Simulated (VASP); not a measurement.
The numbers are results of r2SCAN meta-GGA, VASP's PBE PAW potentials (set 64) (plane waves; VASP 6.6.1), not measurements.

The input files of a VASP run:

**POSCAR**
```
SiMo2
1.0
  5.2669231746   0.0000000000   0.0000000000
  0.0000000000   4.1459497493   0.0000000000
  0.0000000000   0.0000000000   7.9057566416
Mo Si
8 4
direct
  0.5765126651   0.2500000000   0.7794771834
  0.0765126651   0.2500000000   0.7205228166
  0.4234873349   0.7500000000   0.2205228166
  0.9234873349   0.7500000000   0.2794771834
  0.1956404742   0.2500000000   0.0625895851
  0.6956404742   0.2500000000   0.4374104149
  0.8043595258   0.7500000000   0.9374104149
  0.3043595258   0.7500000000   0.5625895851
  0.7008219434   0.2500000000   0.1110267636
  0.2008219434   0.2500000000   0.3889732364
  0.2991780566   0.7500000000   0.8889732364
  0.7991780566   0.7500000000   0.6110267636
```

File KPOINTS:
```
kpoints
0
gamma
5 7 4
0 0 0
```

INCAR:
```
! general
SYSTEM  = SiMo2
PREC    = Accurate
ENCUT   = 400
LREAL   = .FALSE.
LASPH   = .TRUE.

! electronic loop
EDIFF   = 1E-6
NELM    = 100
ALGO    = Normal
LMAXMIX = 4
LMIXTAU = .TRUE.

! smearing
ISMEAR  = 1
SIGMA   = 0.1

! functional
METAGGA = R2SCAN

! ions
IBRION  = 2
NSW     = 60
ISIF    = 3
EDIFFG  = -0.02

! output
LWAVE   = .FALSE.
LCHARG  = .FALSE.
```

POTCAR, in this order: Mo_sv Si (PBE.64 set). Program: vasp_std.

Problem. Predict the energy per atom (σ→0), volume per atom, band gap (on the k-mesh).

Solution. 
* **energy per atom (σ→0)**: -20.404 eV/atom
* **band gap (on the k-mesh)**: none (metal, semimetal or under 0.01 eV)
* **volume per atom**: 14.63 Å³/atom

OSZICAR:
```
...
DAV:   3    -0.244845519395E+03    0.25753E-04   -0.31939E-04  6756   0.753E-02    0.343E-02
DAV:   4    -0.244845512919E+03    0.64761E-05   -0.69387E-05  6372   0.351E-02    0.138E-02
DAV:   5    -0.244845523032E+03   -0.10113E-04   -0.24628E-05  6792   0.272E-02    0.997E-03
DAV:   6    -0.244845519629E+03    0.34028E-05   -0.77200E-06  5240   0.153E-02    0.476E-03
DAV:   7    -0.244845516949E+03    0.26803E-05   -0.39812E-06  4436   0.108E-02    0.193E-03
DAV:   8    -0.244845518808E+03   -0.18590E-05   -0.21587E-06  3352   0.765E-03    0.780E-04
DAV:   9    -0.244845518898E+03   -0.90398E-07   -0.18033E-07  2760   0.212E-03
  10 F= -.24484552E+03 E0= -.24484564E+03  d E =-.231129E-03
```

The structure was generated: SiMo2 was put into the Co2Si type (Pnma), which need not be its known phase. This run relaxes it. Symmetry was kept, so distortions that lower it aren't found. The start is the result of an earlier pass.
